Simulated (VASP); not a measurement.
Calculation: rev-vdW-DF2, VASP's PBE PAW potentials (set 64) (plane waves; VASP 6.6.1).

A VASP calculation is set up with these files.

File KPOINTS:
```
Regular mesh
0
Gamma
  13 13 11
0 0 0
```

**POSCAR**
```
TiB2
1
    1.5123569988    -2.6194791877     0.0000000000
    1.5123569988     2.6194791877     0.0000000000
   -0.0000000000    -0.0000000000     3.2155412685
Ti B
1 2
Direct
  0.0000000000   1.0000000000   0.0000000000
  0.3333330000   0.6666670000   0.5000000000
  0.6666670000   0.3333330000   0.5000000000
```

INCAR:
```
SYSTEM = TiB2
PREC = Accurate
ENCUT = 520
EDIFF = 1E-7
NELM = 100
ALGO = Normal
LREAL = .FALSE.
LASPH = .TRUE.
ISMEAR = -5
GGA = MK
PARAM1 = 0.1234568
PARAM2 = 0.7114
ZAB_VDW = -1.8867
LUSE_VDW = .TRUE.
AGGAC = 0.0
LMAXMIX = 4
LWAVE = .FALSE.
LCHARG = .TRUE.
LORBIT = 11
NEDOS = 601
ISIF = 2
LEFG = .TRUE.
```

POTCAR, in this order: Ti_sv B (PBE.64 set). Program: vasp_std.

The resulting files:

### OUTCAR
```
 ion  position               nearest neighbor table
   1  0.000  0.000  0.000-   2 2.37   3 2.37   2 2.37   3 2.37   3 2.37   3 2.37   2 2.37   2 2.37
                             3 2.37   3 2.37   2 2.37   2 2.37
   2  0.333  0.667  0.500-   3 1.75   3 1.75   3 1.75   1 2.37   1 2.37   1 2.37   1 2.37   1 2.37
                             1 2.37
   3  0.667  0.333  0.500-   2 1.75   2 1.75   2 1.75   1 2.37   1 2.37   1 2.37   1 2.37   1 2.37
                             1 2.37
  LATTYP: Found a hexagonal cell.
 ALAT       =     3.0247140206
 C/A-ratio  =     1.0630893521
 Subroutine PRICEL returns:
 Original cell was already a primitive cell.
 Subroutine GETGRP returns: Found 24 space group operations
The static configuration has the point symmetry D_6h.
The dynamic configuration has the point symmetry D_6h.
 Subroutine INISYM returns: Found 24 space group operations
 Subroutine IBZKPT returns following result:
 Found    126 irreducible k-points:

 Following reciprocal coordinates:
            Coordinates               Weight
  0.000000  0.000000  0.000000      1.000000
  0.076923  0.000000  0.000000      6.000000
  0.153846  0.000000  0.000000      6.000000
  0.230769  0.000000  0.000000      6.000000
  0.307692  0.000000  0.000000      6.000000
  0.384615  0.000000  0.000000      6.000000
  0.461538  0.000000  0.000000      6.000000
  0.076923  0.076923  0.000000      6.000000
  0.153846  0.076923  0.000000     12.000000
  0.230769  0.076923  0.000000     12.000000
  0.307692  0.076923  0.000000     12.000000
  0.384615  0.076923  0.000000     12.000000
  0.461538  0.076923  0.000000      6.000000
  0.153846  0.153846  0.000000      6.000000
  0.230769  0.153846  0.000000     12.000000
  0.307692  0.153846  0.000000     12.000000
  0.384615  0.153846  0.000000     12.000000
  0.230769  0.230769  0.000000      6.000000
  0.307692  0.230769  0.000000     12.000000
...
```

### OSZICAR
```
       N       E                     dE             d eps       ncg     rms          rms(c)
DAV:   1     0.131655109329E+03    0.13166E+03   -0.93602E+03  3276   0.159E+03
DAV:   2    -0.159824479053E+02   -0.14764E+03   -0.14432E+03  3326   0.394E+02
DAV:   3    -0.256705732424E+02   -0.96881E+01   -0.95721E+01  4743   0.947E+01
DAV:   4    -0.260098501570E+02   -0.33928E+00   -0.33819E+00  4294   0.164E+01
DAV:   5    -0.260193969946E+02   -0.95468E-02   -0.98250E-02  4724   0.238E+00    0.169E+01
DAV:   6    -0.208661316892E+02    0.51533E+01   -0.26596E+01  4369   0.597E+01    0.389E+00
DAV:   7    -0.208928499955E+02   -0.26718E-01   -0.17934E+00  3674   0.161E+01    0.341E+00
DAV:   8    -0.209014417887E+02   -0.85918E-02   -0.17184E-01  4668   0.383E+00    0.761E-01
DAV:   9    -0.208952166876E+02    0.62251E-02   -0.73179E-02  4307   0.365E+00    0.316E-01
DAV:  10    -0.208942238495E+02    0.99284E-03   -0.50354E-03  4092   0.981E-01    0.561E-02
DAV:  11    -0.208942069336E+02    0.16916E-04   -0.45277E-04  4720   0.276E-01    0.490E-02
DAV:  12    -0.208942116298E+02   -0.46962E-05   -0.10809E-04  4227   0.144E-01    0.968E-03
DAV:  13    -0.208942056894E+02    0.59404E-05   -0.88002E-06  4148   0.394E-02    0.262E-03
DAV:  14    -0.208942067870E+02   -0.10976E-05   -0.33637E-07  3717   0.705E-03    0.734E-04
DAV:  15    -0.208942073227E+02   -0.53578E-06   -0.61355E-08  1843   0.285E-03    0.170E-04
DAV:  16    -0.208942074667E+02   -0.14402E-06   -0.26128E-08  1748   0.128E-03    0.235E-04
DAV:  17    -0.208942074287E+02    0.38048E-07   -0.87391E-09  1753   0.908E-04
   1 F= -.20894207E+02 E0= -.20894207E+02  d E =0.000000E+00
```

**OUTCAR**
```
------------------------ aborting loop because EDIFF is reached ----------------------------------------
  FORCE on cell =-STRESS in cart. coord.  units (eV):
  Direction    XX          YY          ZZ          XY          YZ          ZX
  --------------------------------------------------------------------------------------
  Total        0.0548701      0.0548701     -0.0799100      0.0000000      0.0000000      0.0000000
  in kB        3.4505853      3.4505853     -5.0252580      0.0000000      0.0000000      0.0000000
  external PRESSURE =       0.6253042 kB  Pullay stress =       0.0000000 kB
  volume of cell :       25.48
      direct lattice vectors                 reciprocal lattice vectors
     1.512356999 -2.619479188  0.000000000     0.330609770 -0.190877638  0.000000000
     1.512356999  2.619479188  0.000000000     0.330609770  0.190877638  0.000000000
     0.000000000  0.000000000  3.215541268     0.000000000  0.000000000  0.310989633
 POSITION                                       TOTAL-FORCE (eV/Angst)
 -----------------------------------------------------------------------------------
      0.00000      0.00000      0.00000        -0.000000      0.000000     -0.000000
      1.51236      0.87316      1.60777        -0.000000     -0.000000     -0.000000
      1.51236     -0.87316      1.60777         0.000000      0.000000      0.000000
 -----------------------------------------------------------------------------------
    total drift:                                0.000000     -0.000000      0.000000
  FREE ENERGIE OF THE ION-ELECTRON SYSTEM (eV)
  ---------------------------------------------------
  free  energy   TOTEN  =       -20.8942074287 eV

  energy  without entropy=      -20.8942074287  energy(sigma->0) =      -20.89420743

 total charge

# of ion       s       p       d       tot
------------------------------------------
    1        2.177   6.213   2.062  10.452
    2        0.688   1.334   0.000   2.022
    3        0.688   1.334   0.000   2.022
--------------------------------------------------
tot          3.553   8.882   2.062  14.496

 Electric field gradients after diagonalization (V/A^2)
 (convention: |V_zz| > |V_xx| > |V_yy|)
----------------------------------------------------------------------
 ion       V_xx      V_yy      V_zz     asymmetry (V_yy - V_xx)/ V_zz
----------------------------------------------------------------------
   1      -9.101    -9.098    18.198       0.000
   2      -2.422    -2.422     4.844       0.000
   3      -2.422    -2.422     4.844       0.000
```
(Selected blocks of OUTCAR.)

For a metal the tetrahedron method with Blöchl corrections gives inexact stress and forces.

The compound is TiB2 in the AlB2 type structure. It was relaxed first.
